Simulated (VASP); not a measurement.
Here is the system:

```
InAs
1.0
    0.00000     3.21938     3.21938
    3.21938     0.00000     3.21938
    3.21938     3.21938     0.00000
In As
1 1
Direct
  0.00000   0.00000   0.00000
  0.25000   0.25000   0.25000
```

All values below come from vdW-DF2, VASP's PBE PAW potentials (set 64) (plane waves; VASP). Numerical set-up: 520 eV cut-off, 10×10×10 Γ-centred mesh, first-order Methfessel-Paxton smearing of 0.10 eV, potentials In_d As.

Task: Give the stress tensor in GPa (positive for a compressed cell).

Result: 
```
-1.01   0.00   0.00
 0.00  -1.01   0.00
 0.00   0.00  -1.01
```
The pressure is its mean diagonal, -1.01 GPa.

The compound is InAs in the zinc blende structure. This cell is one point of a volume scan, at 1.03 of the reference volume.
